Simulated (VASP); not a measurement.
All values below come from PBE GGA, VASP's PBE PAW potentials (set 64) (plane waves; VASP).

VASP ran on this input.

### INCAR
```
# general
SYSTEM   =  Si
PREC     =  Accurate
ENCUT    =  400
LREAL    =  .False.
LASPH    =  .True.
SYMPREC  =  1E-3

# electronic loop
EDIFF    =  1E-6
NELM     =  100
ALGO     =  Normal

# smearing
ISMEAR   =  0
SIGMA    =  0.05

# functional
GGA      =  PE

# ions
ISIF     =  2

# output
LWAVE    =  .False.
LCHARG   =  .False.
```

POSCAR:
```
Si
1
    0.0000000000     2.7155000000     2.7155000000
    2.7155000000     0.0000000000     2.7155000000
    2.7155000000     2.7155000000     0.0000000000
Si
2
Direct
  0.0000000000   0.0000000000   0.0000000000
  0.2500000000   0.2500000000   0.2500000000
```

### KPOINTS
```
Automatic mesh
0
Gamma
8 8 8
0 0 0
```

POTCAR, in this order: Si (PBE.64 set). Program: vasp_std.

Question: What will the output report for the number of irreducible k-points (NKPTS), number of bands (NBANDS), largest plane-wave count, number of space-group operations, FFT grid (NGX, NGY, NGZ)?

Answer: 
* **number of irreducible k-points (NKPTS)**: 29
* **number of bands (NBANDS)**: 8
* **largest plane-wave count**: 745
* **number of space-group operations**: 48
* **FFT grid (NGX, NGY, NGZ)**: 28 × 28 × 28

The compound is Si in the diamond structure. The cell was not relaxed at this level. The run is one of a series of settings (SYMPREC = 1E-3 against the base run), some of them coarse on purpose.
